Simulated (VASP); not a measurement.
A cell of RuAl (CsCl type) near equilibrium:

```yaml
crystal:
  lattice:
    - [2.97495, 0.00000, 0.00000]
    - [0.00000, 2.97495, 0.00000]
    - [0.00000, 0.00000, 2.97495]
  atoms:
    - { symbol: Al, position: [0.50000, 0.50000, 0.50000] }
    - { symbol: Ru, position: [0.00000, 0.00000, 0.00000] }
```

Level of theory: PBEsol GGA, VASP's PBE PAW potentials (set 64) (plane waves; VASP).

```json
[
 {"run": "as it is", "ΔE (meV/atom)": "0.0", "σxx": "0.22", "σyy": "0.22", "σzz": "0.22", "largest shear component, with its sign (GPa)": "0.00", "largest force (eV/Å)": "0.000"},
 {"run": "after one change", "ΔE (meV/atom)": "0.2", "σxx": "-1.49", "σyy": "-0.56", "σzz": "-0.56", "largest shear component, with its sign (GPa)": "0.00", "largest force (eV/Å)": "0.000"}
]
```
Stress is in GPa, positive when the cell is compressed.

**Question.** Name the change that produced these shifts.
(A) uniaxial strain of +0.5 % along x
(B) atom 2 (Ru) moved by -0.025 Å along y
(C) biaxial strain of +1.5 % in the xy plane
(D) uniaxial strain of +1.0 % along x

**Answer.** A, uniaxial strain of +0.5 % along x

The compound is RuAl in the CsCl type structure. The electron count is odd and the run is not spin-polarised, which forces a metal.
